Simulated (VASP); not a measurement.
The system is BN.

```xyz
4
Lattice="2.4982 0.0000 0.0000 -1.2491 2.1635 0.0000 0.0000 0.0000 6.6357" Properties=species:S:1:pos:R:3 pbc="T T T"
B     0.0000    1.4424    1.6589
B     1.2491    0.7212    4.9768
N     0.0000    1.4424    4.9768
N     1.2491    0.7212    1.6589
```

Base run:

```yaml
Program: VASP 6.6.1
Functional: PBE
Dispersion: D3(BJ)
Potentials_or_basis: VASP PAW PBE potentials, release 64 (B, N)
Cutoff: 520 eV
k_mesh: 9 × 9 × 4
Occupations: gaussian, width 0.02 eV
Spin: no spin polarisation
```

Its results: band gap on the k mesh 4.41 eV, indirect (least direct gap 4.66 eV); pressure 2.4 GPa.

Problem. The run is repeated on the same cell with these changes: cutoff from 520 eV to 700 eV; k mesh from 9 × 9 × 4 to 12 × 12 × 4. What comes out?

Solution. Band gap on the k mesh 4.29 eV, indirect (least direct gap 4.66 eV); pressure 2.3 GPa.

Caveats: an odd mesh through Γ misses points on the zone boundary, where band edges often lie (some runs).

Not every run made on this cell is shown here.
